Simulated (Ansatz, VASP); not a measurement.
**Si2Mo: VASP beside Ansatz**

One calculation is typed for both programs; each brings its own data sets. How far apart do they land? The cell is taken from a series of runs on this material, whose earlier steps may have relaxed, scaled, displaced or heated it; both programs get it as it stands.

Calculated with Ansatz 0.2.0; plane waves, with VASP 6.6.1 beside it; zone-centre phonons at PBEsol.

## (1) Set-up

The structure is tetragonal, space group I4/mmm (No. 139). Conventional cell: a = 3.063 Å, b = 3.063 Å, c = 7.963 Å, α = 90.00°, β = 90.00°, γ = 90.00°. Si has 5 Mo at 2.54 to 2.66 Å and 5 Si at 2.55 to 2.64 Å nearest. Nearest to Mo lie 10 Si at 2.54 to 2.66 Å. Farther neighbours are not listed.

Structure file:

```xyz
3
Lattice="-1.5314 1.5314 3.9814 1.5314 -1.5314 3.9814 1.5314 1.5314 -3.9814" Properties=species:S:1:pos:R:3 pbc="T T T"
Si    0.0000    0.0000    2.6621
Si    0.0000    0.0000    5.3007
Mo    0.0000    0.0000    0.0000
```

## (2) VASP: zone-centre phonons, PBEsol

Second derivatives magnify differences that forces hide, and they need a tight electronic threshold.

Lines of VASP's logs that name or quote its potential files are left out, and so is its time.

Input file INCAR:

```
SYSTEM = Si2Mo
PREC = Accurate
ENCUT = 500
EDIFF = 1E-08
NELM = 120
ISMEAR = 1
SIGMA = 0.2
LREAL = .FALSE.
ALGO = Normal
GGA = PS
NBANDS = 17
LASPH = .TRUE.
LORBIT = 11
LWAVE = .FALSE.
LCHARG = .FALSE.
ISIF = 2
IBRION = 8
GGA_COMPAT = .FALSE.
KPAR = 2
```

Input file POSCAR:

```
Si2Mo
1.0
   -1.5314375453      1.5314375453      3.9814221980
    1.5314375453     -1.5314375453      3.9814221980
    1.5314375453      1.5314375453     -3.9814221980
Si Mo
2 1
Direct
    0.3343205372      0.3343205372      0.0000000000
    0.6656794628      0.6656794628      0.0000000000
    0.0000000000      0.0000000000      0.0000000000
```

Input file KPOINTS:

```
Automatic mesh
0
Gamma
20 20 20
0 0 0
```

The projector-augmented-wave data sets are Si and Mo_sv (PBE family, release 64).

Command:

```console
> mpirun -np 2 vasp_std
```

Numbers of over 12 decimals in the logs are rounded to 6 here.

What it wrote:

```text
[banner, memory and clock lines left out]
running    2 mpi-ranks, on    1 nodes
 distrk:  each k-point on    1 cores,    2 groups
 distr:  one band on    1 cores,    1 groups

 POSCAR found type information on POSCAR SiMo
 POSCAR found :  2 types and       3 ions
|                                                                             |
|               ----> ADVICE to this user running VASP <----                  |
|                                                                             |
|     You enforced a specific xc type in the INCAR file but a different       |
|     [... a line on the potential file left out ...]
|     I HOPE YOU KNOW WHAT YOU ARE DOING!                                     |
|                                                                             |

 LDA part: xc-table for (Slater+PW92), standard interpolation
 POSCAR, INCAR and KPOINTS ok, starting setup
 FFT: planning ... GRIDC
 FFT: planning ... GRID_SOFT
 FFT: planning ... GRID
 WAVECAR not read
 entering main loop
       N       E                     dE             d eps       ncg     rms          rms(c)
DAV:   1     0.116793398765E+03    0.11679E+03   -0.11241E+04 21818   0.120E+03
DAV:   2    -0.230241127131E+02   -0.13982E+03   -0.13740E+03 27060   0.308E+02
DAV:   3    -0.257275514444E+02   -0.27034E+01   -0.26777E+01 26891   0.388E+01
DAV:   4    -0.257408963332E+02   -0.13345E-01   -0.13337E-01 26762   0.305E+00
DAV:   5    -0.257409827041E+02   -0.86371E-04   -0.86367E-04 26818   0.245E-01    0.265E+01
DAV:   6    -0.250144738347E+02    0.72651E+00   -0.51457E+00 23531   0.156E+01    0.655E+00
DAV:   7    -0.248982008791E+02    0.11627E+00   -0.84415E-01 23124   0.547E+00    0.552E+00
DAV:   8    -0.248574891527E+02    0.40712E-01   -0.12447E-01 23633   0.264E+00    0.565E-01
DAV:   9    -0.248561892958E+02    0.12999E-02   -0.23596E-03 26613   0.393E-01    0.227E-01
DAV:  10    -0.248560670440E+02    0.12225E-03   -0.61737E-04 25022   0.208E-01    0.751E-02
DAV:  11    -0.248560580531E+02    0.89909E-05   -0.14823E-04 24248   0.896E-02    0.256E-02
DAV:  12    -0.248560561271E+02    0.19260E-05   -0.23095E-05 23397   0.344E-02    0.107E-02
DAV:  13    -0.248560554039E+02    0.72318E-06   -0.17825E-06 23588   0.113E-02    0.292E-03
DAV:  14    -0.248560553422E+02    0.61719E-07   -0.30593E-08 27261   0.133E-03    0.531E-04
DAV:  15    -0.248560553247E+02    0.17500E-07   -0.13573E-09 11913   0.300E-04    0.381E-04
DAV:  16    -0.248560553282E+02   -0.35229E-08   -0.15891E-10 11617   0.108E-04
   1 F= -.24856055E+02 E0= -.24856171E+02  d E =0.347084E-03
 Linear response reoptimize wavefunctions to high precision
DAV:   1    -0.248560553282E+02    0.68212E-11   -0.20677E-11 11892   0.334E-05
 Linear response DOF=           4
 Linear response progress:
  Degree of freedom:   1/  4
       N       E                     dE             d eps       ncg     rms          rms(c)
RMM:   1    -0.200427043898E-01   -0.20043E-01   -0.13114E-02177395   0.911E-01
RMM:   2    -0.160063998850E-01    0.40363E-02   -0.12204E-03114727   0.223E-01    0.984E-02
RMM:   3    -0.160821410916E-01   -0.75741E-04   -0.16323E-04113856   0.653E-02    0.529E-02
RMM:   4    -0.162520791969E-01   -0.16994E-03   -0.10124E-04118486   0.495E-02    0.105E-02
RMM:   5    -0.162407402373E-01    0.11339E-04   -0.19960E-06120560   0.124E-02    0.176E-03
RMM:   6    -0.162443760189E-01   -0.36358E-05   -0.27381E-07120885   0.253E-03    0.611E-04
RMM:   7    -0.162426141838E-01    0.17618E-05   -0.63510E-09128252   0.786E-04    0.154E-04
RMM:   8    -0.162432184176E-01   -0.60423E-06    0.13168E-08126873   0.192E-04    0.410E-05
RMM:   9    -0.162432372896E-01   -0.18872E-07    0.24821E-08126103   0.654E-05    0.164E-05
RMM:  10    -0.162432442122E-01   -0.69226E-08    0.20736E-08128451   0.335E-05    0.572E-06
 first order change of Fermi-energy   0.17216E-04
 force on displaced ion       1 direction 1 : -10.966   0.000  -0.000
 Linear response progress:
  Degree of freedom:   2/  4
       N       E                     dE             d eps       ncg     rms          rms(c)
RMM:   1    -0.310485948129E-01   -0.31049E-01   -0.57727E-03 53358   0.118E+00
RMM:   2    -0.238214142241E-01    0.72272E-02   -0.24066E-03 36284   0.301E-01    0.179E-01
RMM:   3    -0.237704410523E-01    0.50973E-04   -0.11663E-03 33100   0.170E-01    0.174E-01
RMM:   4    -0.237756853593E-01   -0.52443E-05   -0.11809E-04 34132   0.759E-02    0.725E-02
RMM:   5    -0.238556557034E-01   -0.79970E-04   -0.24375E-05 37468   0.292E-02    0.187E-02
RMM:   6    -0.238621327886E-01   -0.64771E-05   -0.26755E-06 37471   0.804E-03    0.369E-03
RMM:   7    -0.238596053654E-01    0.25274E-05    0.66037E-08 38228   0.205E-03    0.776E-04
RMM:   8    -0.238600778630E-01   -0.47250E-06    0.35180E-08 36439   0.818E-04    0.389E-04
RMM:   9    -0.238602082111E-01   -0.13035E-06   -0.95952E-10 36472   0.335E-04    0.483E-05
RMM:  10    -0.238602842878E-01   -0.76077E-07    0.77523E-09 41051   0.888E-05    0.228E-05
RMM:  11    -0.238603035416E-01   -0.19254E-07   -0.83739E-09 37643   0.377E-05    0.341E-06
RMM:  12    -0.238602986365E-01    0.49051E-08   -0.93564E-10 40772   0.217E-05    0.242E-06
 first order change of Fermi-energy  -0.82224E-01
 force on displaced ion       1 direction 3 :  -0.000  -0.000 -13.084
 Linear response progress:
  Degree of freedom:   3/  4
       N       E                     dE             d eps       ncg     rms          rms(c)
RMM:   1    -0.772455904865E+00   -0.77246E+00    0.43585E+00 43149   0.219E+01
RMM:   2    -0.574505612289E+00    0.19795E+00   -0.28178E-01 60736   0.366E+00    0.165E-01
RMM:   3    -0.573894639068E+00    0.61097E-03   -0.48259E-03 78181   0.494E-01    0.902E-02
RMM:   4    -0.572911633229E+00    0.98301E-03   -0.43010E-04 83725   0.155E-01    0.260E-02
RMM:   5    -0.572776470988E+00    0.13516E-03   -0.46180E-05 90853   0.418E-02    0.961E-03
RMM:   6    -0.572790601670E+00   -0.14131E-04   -0.57946E-06 80489   0.136E-02    0.121E-03
RMM:   7    -0.572791513448E+00   -0.91178E-06   -0.11595E-06 91530   0.454E-03    0.592E-04
RMM:   8    -0.572793963170E+00   -0.24497E-05   -0.21983E-07 85679   0.151E-03    0.261E-04
RMM:   9    -0.572797263704E+00   -0.33005E-05   -0.68136E-08 85814   0.785E-04    0.385E-05
RMM:  10    -0.572797668856E+00   -0.40515E-06   -0.17786E-08 87904   0.388E-04    0.175E-05
RMM:  11    -0.572798025283E+00   -0.35643E-06   -0.28519E-08 87857   0.226E-04    0.618E-06
RMM:  12    -0.572798126096E+00   -0.10081E-06   -0.12524E-08 90983   0.139E-04    0.214E-06
RMM:  13    -0.572798066791E+00    0.59305E-07   -0.16377E-08 84027   0.999E-05    0.211E-06
RMM:  14    -0.572798035817E+00    0.30974E-07   -0.12248E-08 87993   0.819E-05    0.403E-06
RMM:  15    -0.572798094511E+00   -0.58694E-07   -0.16102E-08 80202   0.745E-05    0.210E-06
RMM:  16    -0.572798124983E+00   -0.30472E-07   -0.13505E-08 87445   0.684E-05    0.110E-06
RMM:  17    -0.572798135442E+00   -0.10459E-07   -0.14829E-08 80413   0.645E-05    0.795E-07
RMM:  18    -0.572798149585E+00   -0.14143E-07   -0.12904E-08 76613   0.633E-05    0.316E-07
RMM:  19    -0.572798159080E+00   -0.94948E-08   -0.14939E-08 68991   0.624E-05    0.360E-08
 first order change of Fermi-energy  -0.92451E-03
 force on displaced ion       3 direction 1 : -13.728   0.000  -0.000
 Linear response progress:
  Degree of freedom:   4/  4
       N       E                     dE             d eps       ncg     rms          rms(c)
RMM:   1    -0.832897518931E+00   -0.83290E+00    0.45903E+00 23492   0.223E+01
RMM:   2    -0.634059209331E+00    0.19884E+00   -0.29392E-01 33503   0.372E+00    0.173E-01
RMM:   3    -0.632982968115E+00    0.10762E-02   -0.46653E-03 40376   0.496E-01    0.881E-02
RMM:   4    -0.631883663448E+00    0.10993E-02   -0.64388E-04 42298   0.168E-01    0.289E-02
RMM:   5    -0.631612795161E+00    0.27087E-03   -0.80078E-05 47674   0.485E-02    0.131E-02
RMM:   6    -0.631507273622E+00    0.10552E-03   -0.85417E-06 46868   0.166E-02    0.418E-03
RMM:   7    -0.631532413491E+00   -0.25140E-04   -0.12654E-06 44047   0.744E-03    0.697E-04
RMM:   8    -0.631532362455E+00    0.51036E-07   -0.16060E-07 50206   0.233E-03    0.452E-04
RMM:   9    -0.631533326759E+00   -0.96430E-06   -0.54759E-08 47693   0.780E-04    0.229E-04
RMM:  10    -0.631534615164E+00   -0.12884E-05   -0.49555E-09 46555   0.457E-04    0.325E-05
RMM:  11    -0.631534613006E+00    0.21579E-08   -0.48282E-08 49233   0.233E-04    0.152E-05
 first order change of Fermi-energy   0.58641E-03
 force on displaced ion       3 direction 3 :   0.000   0.000 -14.126
 Linear response finished
```

From OUTCAR (step 2):

```text
ion  position               nearest neighbor table
   1  0.334  0.334  0.000-   3 2.54   3 2.54   3 2.54   3 2.54   2 2.55   2 2.55   2 2.55   2 2.55
                             2 2.64   3 2.66
   2  0.666  0.666  0.000-   3 2.54   3 2.54   3 2.54   3 2.54   1 2.55   1 2.55   1 2.55   1 2.55
                             1 2.64   3 2.66
   3  0.000  0.000  0.000-   2 2.54   2 2.54   2 2.54   1 2.54   2 2.54   1 2.54   1 2.54   1 2.54
                             1 2.66   2 2.66

  LATTYP: Found a body centered tetragonal cell.
 ALAT       =     3.0628750906
 C/A-ratio  =     2.5997940368

 Subroutine GETGRP returns: Found 16 space group operations
 (whereof 16 operations were pure point group operations)

The static configuration has the point symmetry D_4h.

 Found    641 irreducible k-points:

   k-points           NKPTS =    641   k-points in BZ     NKDIM =    641   number of bands    NBANDS=     17

   dimension x,y,z NGX =    36 NGY =   36 NGZ =   36
   dimension x,y,z NGXF=    72 NGYF=   72 NGZF=   72

   ENCUT  =  500.0 eV  36.75 Ry    6.06 a.u.   8.26  8.26  8.26*2*pi/ulx,y,z

   NELECT =      22.0000    total number of electrons

 k-points in reciprocal lattice and weights: Automatic mesh
   0.00000000  0.00000000  0.00000000       0.000
   0.05000000 -0.00000000  0.00000000       0.001
   0.10000000  0.00000000 -0.00000000       0.001
   0.15000000  0.00000000  0.00000000       0.001
   0.20000000  0.00000000 -0.00000000       0.001
   0.25000000  0.00000000  0.00000000       0.001
   0.30000000  0.00000000  0.00000000       0.001
   0.35000000 -0.00000000  0.00000000       0.001
   0.40000000 -0.00000000  0.00000000       0.001
[...]
-0.45000000 -0.45000000  0.45000000       0.000
   0.50000000  0.50000000  0.50000000       0.000

 average (electrostatic) potential at core
       1 -76.0317       2 -76.0317       3 -67.6105

  Total        5.4900846      5.4900846      0.1017875      0.0000000     -0.0000000      0.0000000
  in kB      235.5010298    235.5010298      4.3662471      0.0000000     -0.0000000      0.0000000
  external PRESSURE =     158.4561022 kB  Pullay stress =       0.0000000 kB

  energy-cutoff  :      500.00
  volume of cell :       37.35
      direct lattice vectors                 reciprocal lattice vectors
    -1.531437545  1.531437545  3.981422198     0.000000000  0.326490624  0.125583265
     1.531437545 -1.531437545  3.981422198     0.326490624  0.000000000  0.125583265
     1.531437545  1.531437545 -3.981422198     0.326490624  0.326490624  0.000000000

 POSITION                                       TOTAL-FORCE (eV/Angst)
 -----------------------------------------------------------------------------------
      0.00000      0.00000      2.66214         0.000000      0.000000     -0.009842
      0.00000      0.00000      5.30070         0.000000      0.000000      0.009842
      0.00000      0.00000      0.00000        -0.000000     -0.000000     -0.000000
 -----------------------------------------------------------------------------------
    total drift:                                0.000000      0.000000     -0.000000

 Eigenvectors and eigenvalues of the dynamical matrix
 ----------------------------------------------------

   1 f  =   12.894379 THz    81.017770 2PiTHz  430.110175 cm-1    53.326841 meV
             X         Y         Z           dx          dy          dz
      0.000000  0.000000  2.662142     0.000000   -0.000000    0.707107
      0.000000  0.000000  5.300702    -0.000000    0.000000   -0.707107
      0.000000  0.000000  0.000000     0.000000    0.000000    0.000000

   2 f  =   11.451713 THz    71.953234 2PiTHz  381.988025 cm-1    47.360458 meV
             X         Y         Z           dx          dy          dz
      0.000000  0.000000  2.662142     0.707107   -0.000000   -0.000000
      0.000000  0.000000  5.300702    -0.707107    0.000000    0.000000
      0.000000  0.000000  0.000000    -0.000000   -0.000000    0.000000

   3 f  =   11.451713 THz    71.953234 2PiTHz  381.988025 cm-1    47.360458 meV
             X         Y         Z           dx          dy          dz
      0.000000  0.000000  2.662142    -0.000000   -0.707107   -0.000000
      0.000000  0.000000  5.300702     0.000000    0.707107    0.000000
      0.000000  0.000000  0.000000    -0.000000    0.000000    0.000000

   4 f  =    9.870938 THz    62.020935 2PiTHz  329.259061 cm-1    40.822902 meV
             X         Y         Z           dx          dy          dz
      0.000000  0.000000  2.662142     0.000000   -0.000000   -0.561551
      0.000000  0.000000  5.300702     0.000000   -0.000000   -0.561551
      0.000000  0.000000  0.000000     0.000000   -0.000000    0.607719

   5 f  =    9.730564 THz    61.138939 2PiTHz  324.576691 cm-1    40.242363 meV
             X         Y         Z           dx          dy          dz
      0.000000  0.000000  2.662142    -0.561545    0.000000   -0.000000
      0.000000  0.000000  5.300702    -0.561545    0.000000    0.000000
      0.000000  0.000000  0.000000     0.607728    0.000000    0.000000

   6 f  =    9.730564 THz    61.138939 2PiTHz  324.576691 cm-1    40.242363 meV
             X         Y         Z           dx          dy          dz
      0.000000  0.000000  2.662142    -0.000000   -0.561545    0.000000
      0.000000  0.000000  5.300702    -0.000000   -0.561545    0.000000
      0.000000  0.000000  0.000000     0.000000    0.607728    0.000000

   7 f/i=    0.000508 THz     0.003194 2PiTHz    0.016954 cm-1     0.002102 meV
             X         Y         Z           dx          dy          dz
      0.000000  0.000000  2.662142     0.000000    0.000000    0.429722
      0.000000  0.000000  5.300702     0.000000    0.000000    0.429722
      0.000000  0.000000  0.000000     0.000000    0.000000    0.794152

   8 f/i=    0.000620 THz     0.003894 2PiTHz    0.020674 cm-1     0.002563 meV
             X         Y         Z           dx          dy          dz
      0.000000  0.000000  2.662142     0.425710    0.058637   -0.000000
      0.000000  0.000000  5.300702     0.425710    0.058637   -0.000000
      0.000000  0.000000  0.000000     0.786717    0.108361   -0.000000

   9 f/i=    0.000620 THz     0.003894 2PiTHz    0.020674 cm-1     0.002563 meV
             X         Y         Z           dx          dy          dz
      0.000000  0.000000  2.662142     0.058637   -0.425710    0.000000
      0.000000  0.000000  5.300702     0.058637   -0.425710    0.000000
      0.000000  0.000000  0.000000     0.108361   -0.786717    0.000000

 ELASTIC MODULI CONTR FROM IONIC RELAXATION (kBar)
 Direction    XX          YY          ZZ          XY          YZ          ZX
 --------------------------------------------------------------------------------
 XX         -40.3990    -40.3990    -48.7309      0.0000      0.0000      0.0000
 YY         -40.3990    -40.3990    -48.7309      0.0000      0.0000      0.0000
 ZZ         -48.7309    -48.7309    -58.7812      0.0000      0.0000      0.0000
 XY           0.0000      0.0000      0.0000      0.0000      0.0000      0.0000
 YZ           0.0000      0.0000      0.0000      0.0000    -44.2077     -0.0000
 ZX           0.0000      0.0000      0.0000      0.0000     -0.0000    -21.0276
 --------------------------------------------------------------------------------
```

(Part 1 of 2 ends here.)

[Lines on the potential files, build, host, timing and source positions are cut from VASP's logs without a mark.]

[Logs are printed without paths, hosts, clocks, repeated set-up lines and the standing remarks that a program may print on its own settings, such as how far it seeks lower states.]

[Hosts, paths, dates, database ids (printed as entryN), source tags and the programs' standing remarks are cut or masked in the printed files.]
